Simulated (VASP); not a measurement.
Here is the system:

```yaml
crystal:
  lattice:
    - [0.00000, 2.83500, 2.83500]
    - [2.83500, 0.00000, 2.83500]
    - [2.83500, 2.83500, 0.00000]
  atoms:
    - { symbol: Zn, position: [0.00000, 0.00000, 0.00000] }
    - { symbol: Se, position: [0.25000, 0.25000, 0.25000] }
```
Cell charge -0.1.

Level of theory: PBE GGA, VASP's PBE PAW potentials (set 64) (plane waves; VASP). Numerical set-up: NELECT = 18.1, 400 eV cut-off, 7×7×7 Γ-centred mesh, Gaussian smearing of 0.050 eV, potentials Zn Se.

The cell is charged, with a uniform compensating background.

**Question.** Give the stress tensor in GPa (positive for a compressed cell).

**Answer.** 
```
6.02  0.00  0.00
0.00  6.02  0.00
0.00  0.00  6.02
```
The pressure is its mean diagonal, 6.02 GPa.

The compound is ZnSe in the zinc blende structure. The cell was not relaxed at this level. The run is one of a series of settings (NELECT = 18.1 against the base run), some of them coarse on purpose.
